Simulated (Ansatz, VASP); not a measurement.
**One calculation of CsLi3P2, two programs**

File INCAR:

```
SYSTEM = CsLi3P2
  PREC = Accurate
  ENCUT = 600
  EDIFF = 1E-6
  ISMEAR = 0
  SIGMA = 0.02
  LREAL = .False.
  LASPH = .True.
  NELM = 60
  ALGO = Fast
  ISIF = 3
  LWAVE = .False.
  LCHARG = .False.
  GGA = PE
  IBRION = 2
  NSW = 100
  EDIFFG = -0.01
```

The input KPOINTS:

```
regular mesh
0
Gamma
  6 6 6
  0 0 0
```

File POSCAR:

```
CsLi3P2
1.0
    4.0404444217      2.3327516745      3.0287119141
   -4.0404444217      2.3327516745      3.0287119141
    0.0000000000     -4.6655033490      3.0287119141
Cs Li P
1 3 2
Direct
    0.5000000000      0.5000000000      0.5000000000
    0.0000000000      0.0000000000      0.5000000000
    0.5000000000      0.0000000000      0.0000000000
    0.0000000000      0.5000000000      0.0000000000
    0.1261619455      0.1261619455      0.1261619455
    0.8738380545      0.8738380545      0.8738380545
```

Input for Ansatz:

```yaml
crystal:
  lattice:
    - [4.0404444217, 2.3327516745, 3.0287119141]
    - [-4.0404444217, 2.3327516745, 3.0287119141]
    - [0.0, -4.665503349, 3.0287119141]
  atoms:
    - { symbol: Cs, position: [0.5, 0.5, 0.5] }
    - { symbol: Li, position: [0.0, 0.0, 0.5] }
    - { symbol: Li, position: [0.5, 0.0, 0.0] }
    - { symbol: Li, position: [0.0, 0.5, 0.0] }
    - { symbol: P, position: [0.1261619455, 0.1261619455, 0.1261619455] }
    - { symbol: P, position: [0.8738380545, 0.8738380545, 0.8738380545] }
basis:
  ecutwfc: 420
kpoints:
  mp_grid: { grid: [6, 6, 6] }
hamiltonian:
  xc: pbe
scf:
  occupations: { method: gaussian, width: 0.02 }
output:
  forces: true
  stress: true
  eigenvalues: true
relax:
  adjacent_minimum: "off"
  f_tol: 0.01
  max_steps: 80
  cell: { stress_tol: 0.05 }
```

Alike in both runs: task relaxation of cell and atoms; functional PBE; k mesh 6 × 6 × 6; occupations gaussian, width 0.02 eV; no spin polarisation.

|  | VASP | Ansatz |
| --- | --- | --- |
| version | VASP 6.6.1 | Ansatz 0.2.0 |
| potentials or method | VASP PAW PBE potentials, release 64 (Cs_sv, Li_sv, P) | scalar-relativistic, plane waves, PAW |
| plane-wave cutoff (eV) | 600 | 420 |
| valence electrons in the cell | 28 | 28 |

VASP gave:

- gap on the k mesh at the Fermi level, each at its own relaxed structure (eV): 0.82
- relaxed volume (Å³/atom): 28.70
- relaxed cell length with the largest relative difference (Å): 5.572

**Question.** What did Ansatz give for the same quantities?

**Answer.** gap on the k mesh at the Fermi level, each at its own relaxed structure (eV): 0.83; relaxed volume (Å³/atom): 28.69; relaxed cell length with the largest relative difference (Å): 5.572.

Caveats: the cutoff is under 1.25 times the usual one of these potentials, so pressure, stress and relaxed cells hold a basis-set (Pulay) error (VASP); spin-orbit coupling is left out, which moves the levels of the heavy elements. A k mesh can miss the band edges.
